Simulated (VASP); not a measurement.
Consider the following.

```
CELL_PARAMETERS angstrom
      0.00000     3.60570     3.60570
      3.60570     0.00000     3.60570
      3.60570     3.60570     0.00000
ATOMIC_POSITIONS crystal
  K  0.00000 0.00000 0.00000
  I  0.50000 0.50000 0.50000
```

These are PBE GGA, VASP's PBE PAW potentials (set 64) (plane waves; VASP 6.6.1) values and carry that method's errors. Numerical set-up: 175 eV cut-off, 6×6×6 Γ-centred mesh, Gaussian smearing of 0.050 eV, potentials K_sv I.

At this cut-off the stress carries a Pulay error, which pulls relaxed volumes low. Unless said otherwise, spin-orbit coupling is left out, though it shifts the bands of the heavy elements here.

What does the run give for the energy per atom (σ→0), pressure, band gap (on the k-mesh) with the smallest direct gap where there is one?

| Item | Value |
|---|---|
| band gap (on the k-mesh) | 3.87 eV |
| smallest direct gap (on the k-mesh) | 3.87 eV |
| energy per atom (σ→0) | -2.791 eV/atom |
| pressure | -3.15 GPa |

Total energies compare only between runs with the same potentials, cut-off and functional.

The compound is KI in the rock salt structure. The cell was not relaxed at this level. The run is one of a series of settings (ENCUT = 175 against the base run), some of them coarse on purpose.
